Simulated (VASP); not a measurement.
Level of theory: LDA (Ceperley-Alder, Perdew-Zunger), VASP's LDA PAW potentials (set 64) (plane waves; VASP).

VASP ran on this input.

POSCAR:
```
V
1
   -1.4779307103     1.4779307103     1.4779307103
    1.4779307103    -1.4779307103     1.4779307103
    1.4779307103     1.4779307103    -1.4779307103
V
1
Direct
  0.0000000000   0.0000000000   0.0000000000
```

KPOINTS:
```
Automatic mesh
0
Gamma
  17 17 17
0 0 0
```

### INCAR
```
SYSTEM = V
PREC = Accurate
ENCUT = 520
EDIFF = 1E-7
NELM = 100
ALGO = Normal
LREAL = .FALSE.
LASPH = .TRUE.
ISMEAR = 1
SIGMA = 0.1
LMAXMIX = 4
LWAVE = .FALSE.
LCHARG = .FALSE.
ISIF = 2
```

POTCAR, in this order: V_sv (LDA.64 set). Program: vasp_std.

Output of the run:

OSZICAR:
```
       N       E                     dE             d eps       ncg     rms          rms(c)
DAV:   1     0.846445058660E+02    0.84645E+02   -0.72948E+03  3300   0.143E+03
DAV:   2    -0.978906413696E+01   -0.94434E+02   -0.92299E+02  3400   0.369E+02
DAV:   3    -0.113050637218E+02   -0.15160E+01   -0.14890E+01  3440   0.546E+01
DAV:   4    -0.113141676540E+02   -0.91039E-02   -0.91027E-02  3358   0.454E+00
DAV:   5    -0.113142767314E+02   -0.10908E-03   -0.10908E-03  3430   0.488E-01    0.197E+01
DAV:   6    -0.997629705111E+01    0.13380E+01   -0.53002E+00  3316   0.348E+01    0.212E+00
DAV:   7    -0.995106103854E+01    0.25236E-01   -0.24180E-02  3314   0.244E+00    0.114E+00
DAV:   8    -0.994027556726E+01    0.10785E-01   -0.81870E-03  3318   0.161E+00    0.872E-02
DAV:   9    -0.994030309027E+01   -0.27523E-04   -0.83280E-05  3324   0.155E-01    0.347E-02
DAV:  10    -0.994031446576E+01   -0.11375E-04   -0.50527E-06  3326   0.269E-02    0.177E-03
DAV:  11    -0.994031440765E+01    0.58109E-07   -0.28626E-07  3254   0.762E-03
   1 F= -.99403144E+01 E0= -.99400830E+01  d E =-.694327E-03
```

### OUTCAR
```
------------------------ aborting loop because EDIFF is reached ----------------------------------------
  FORCE on cell =-STRESS in cart. coord.  units (eV):
  Direction    XX          YY          ZZ          XY          YZ          ZX
  --------------------------------------------------------------------------------------
  Total       -0.4501088     -0.4501088     -0.4501088      0.0000000     -0.0000000     -0.0000000
  in kB      -55.8477707    -55.8477707    -55.8477707      0.0000000     -0.0000000     -0.0000000
  external PRESSURE =     -55.8477707 kB  Pullay stress =       0.0000000 kB
  volume of cell :       12.91
      direct lattice vectors                 reciprocal lattice vectors
    -1.477930710  1.477930710  1.477930710     0.000000000  0.338310853  0.338310853
     1.477930710 -1.477930710  1.477930710     0.338310853  0.000000000  0.338310853
     1.477930710  1.477930710 -1.477930710     0.338310853  0.338310853  0.000000000
 POSITION                                       TOTAL-FORCE (eV/Angst)
 -----------------------------------------------------------------------------------
      0.00000      0.00000      0.00000        -0.000000     -0.000000      0.000000
 -----------------------------------------------------------------------------------
    total drift:                                0.000000     -0.000000      0.000000
  FREE ENERGIE OF THE ION-ELECTRON SYSTEM (eV)
  ---------------------------------------------------
  free  energy   TOTEN  =        -9.9403144077 eV

  energy  without entropy=       -9.9396200809  energy(sigma->0) =       -9.94008297
```
(Selected blocks of OUTCAR.)

File OUTCAR:
```
 val. band max:       10.0191519994   @ k =   0.2941   0.0588   0.0588

 cond. band min:      10.0229185131   @ k =  -0.2353   0.2353   0.1176


 Fermi energy:        10.0212627363

 k-point     1 :       0.0000    0.0000    0.0000
  band No.  band energies     occupation
      1     -52.8942      2.00000
      2     -26.5218      2.00000
      3     -26.5218      2.00000
      4     -26.5218      2.00000
      5       3.4214      2.00000
      6      10.4160     -0.00000
      7      10.4160     -0.00000
      8      10.4160     -0.00000
      9      12.5190      0.00000
     10      12.5190      0.00000

 k-point     2 :       0.0588    0.0000    0.0000
  band No.  band energies     occupation
      1     -52.8861      2.00000
      2     -26.5593      2.00000
      3     -26.5331      2.00000
      4     -26.5221      2.00000
      5       3.5675      2.00000
      6      10.3523     -0.00003
      7      10.4031     -0.00000
      8      10.5224     -0.00000
      9      12.4447      0.00000
     10      12.5230      0.00000

 k-point     3 :       0.1176    0.0000    0.0000
  band No.  band energies     occupation
      1     -52.8626      2.00000
      2     -26.6661      2.00000
      3     -26.5654      2.00000
      4     -26.5230      2.00000
      5       3.9908      2.00000
      6      10.1739     -0.05290
      7      10.3424     -0.00005
      8      10.8345     -0.00000
      9      12.2795      0.00000
     10      12.5377      0.00000

 k-point     4 :       0.1765    0.0000    0.0000
  band No.  band energies     occupation
      1     -52.8269      2.00000
      2     -26.8258      2.00000
      3     -26.6141      2.00000
      4     -26.5243      2.00000
      5       4.6423      2.00000
      6       9.9143      2.06189
      7      10.1964     -0.03272
      8      11.3294     -0.00000
      9      12.1561      0.00000
     10      12.5691      0.00000

 k-point     5 :       0.2353    0.0000    0.0000
...
```

The compound is V in the bcc structure. This cell is one point of a volume scan, at 1.03 of the reference volume. The run is not spin-polarised, so no magnetic state was tried.
